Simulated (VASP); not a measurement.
Computed with PBEsol GGA, VASP's PBE PAW potentials (set 64) (plane waves; VASP).

VASP ran on this input.

**POSCAR**
```
GeF2
1
    0.0000000000     2.7241537571     2.7241537571
    2.7241537571     0.0000000000     2.7241537571
    2.7241537571     2.7241537571     0.0000000000
Ge F
1 2
Direct
  0.0000000000   0.0000000000   0.0000000000
  0.2500000000   0.2500000000   0.2500000000
  0.7500000000   0.7500000000   0.7500000000
```

KPOINTS:
```
kpoints
0
G
  6 6 6
```

### INCAR
```
# general
SYSTEM  = GeF2
PREC    = Accurate
ENCUT   = 600
LREAL   = F   # projection in real space or not
LASPH   = T

# electronic loop
EDIFF   = 1E-7
NELM    = 100   # most electronic steps
ALGO    = Normal   # blocked Davidson
LMAXMIX = 4   # l cut-off of mixed one-centre charges

# smearing
ISMEAR  = 0   # Gaussian
SIGMA   = 0.05

# functional
GGA     = PS   # PBEsol

# ions
ISIF    = 2

# output
LWAVE   = F
LCHARG  = F
```

POTCAR, in this order: Ge_d F (PBE.64 set). Program: vasp_std.

Question: What will the output report for the number of irreducible k-points (NKPTS), number of bands (NBANDS), largest plane-wave count, number of space-group operations, FFT grid (NGX, NGY, NGZ)?

Answer: 
The number of irreducible k-points (NKPTS) is 16 and the number of bands (NBANDS) is 18. The largest plane-wave count is 1363. The number of space-group operations comes out as 48. The FFT grid (NGX, NGY, NGZ) comes out as 32 × 32 × 32.

The structure was generated: GeF2 was put into the fluorite type (Fm-3m), which need not be its known phase. It was relaxed first, which changed the volume by +25 %.
